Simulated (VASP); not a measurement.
The input files of a VASP run:

POSCAR:
```
Ir2Au
5.1626620
  0.0000000000   0.7071067213   0.7071067213
  0.7071067213   0.0000000000   0.7071067213
  0.7071067213   0.7071067213   0.0000000000
Ir Au
4 2
Direct
  0.1250000000   0.1250000000   0.1250000000
  0.6250000000   0.1250000000   0.1250000000
  0.1250000000   0.6250000000   0.1250000000
  0.1250000000   0.1250000000   0.6250000000
  0.7500000000   0.7500000000   0.7500000000
  0.5000000000   0.5000000000   0.5000000000
```

KPOINTS:
```
Automatic mesh
0
gamma
 5 5 5
0 0 0
```

### INCAR
```
SYSTEM  =  Ir2Au
PREC  =  Accurate; ENCUT  =  300; LREAL  =  .FALSE.
LASPH  =  .TRUE.
EDIFF  =  1E-6; NELM  =  100; ALGO  =  Normal
LMAXMIX  =  6
ISMEAR  =  -1; SIGMA  =  0.1
GGA  =  PE
ISIF  =  2
LWAVE  =  .FALSE.; LCHARG  =  .FALSE.
```

POTCAR, in this order: Ir Au (PBE.64 set). Program: vasp_std.

Q: Write an equivalent input for Quantum ESPRESSO's pw.x.

A: One equivalent input (not run):
```
&CONTROL
  calculation = 'scf'
  pseudo_dir = './pseudo'
  outdir = './out'
  tprnfor = .true.
  tstress = .true.
/
&SYSTEM
  ibrav = 0
  nat = 6
  ntyp = 2
  ecutwfc = 76
  occupations = 'smearing'
  smearing = 'fermi-dirac'
  degauss = 0.00735
  input_dft = 'pbe'
/
&ELECTRONS
  conv_thr = 7.3e-08
  electron_maxstep = 100
/
ATOMIC_SPECIES
  Ir 192.217 Ir.upf
  Au 196.967 Au.upf
CELL_PARAMETERS angstrom
     0.0000000    3.6505530    3.6505530
     3.6505530    0.0000000    3.6505530
     3.6505530    3.6505530    0.0000000
ATOMIC_POSITIONS crystal
  Ir   0.1250000  0.1250000  0.1250000
  Ir   0.6250000  0.1250000  0.1250000
  Ir   0.1250000  0.6250000  0.1250000
  Ir   0.1250000  0.1250000  0.6250000
  Au   0.7500000  0.7500000  0.7500000
  Au   0.5000000  0.5000000  0.5000000
K_POINTS automatic
  5 5 5 0 0 0
```
Limits of the translation: the potentials are each code's own (VASP's PAW set, PseudoDojo norm-conserving files in pw.x), so ENCUT and ecutwfc are chosen apart and not converted; conv_thr bounds pw.x's estimated SCF error, while EDIFF bounds the energy change between steps.

The structure was generated: Ir2Au was put into an ordered model structure, which need not be its known phase. The cell was not relaxed at this level.
